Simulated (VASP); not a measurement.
Consider the following.

```xyz
2
Lattice="0.0000 2.3897 2.3897 2.3897 0.0000 2.3897 2.3897 2.3897 0.0000" Properties=species:S:1:pos:R:3 pbc="T T T"
Y      0.0000     0.0000     0.0000
N      2.3897     2.3897     2.3897
```

Computed with LDA (Ceperley-Alder, Perdew-Zunger), VASP's LDA PAW potentials (set 64) (plane waves; VASP). Numerical set-up: 620 eV cut-off, 13×13×13 Γ-centred mesh, first-order Methfessel-Paxton smearing of 0.10 eV, potentials Y_sv N.

Energy and stress use the plane-wave basis of the starting cell.

Task: The ions, cell shape and volume at an external pressure of 10.0 GPa are relaxed. Give the cell that the relaxation ends in.

Result: 
```xyz
2
Lattice="0.0000 2.3709 2.3709 2.3709 0.0000 2.3709 2.3709 2.3709 0.0000" Properties=species:S:1:pos:R:3 pbc="T T T"
Y      0.0000     0.0000     0.0000
N      2.3709     2.3709     2.3709
```
Space group Fm-3m (225), at a tolerance of 0.03 Å.

Task: How do energy and volume change from the first to the last step?

Result: The energy (σ→0) changes by +14.8 meV/atom and the volume by -2.3 %, in 3 ionic steps.

The compound is YN in the rock salt structure. This run relaxes it under an external pressure of 10 GPa. Symmetry was kept, so distortions that lower it aren't found.
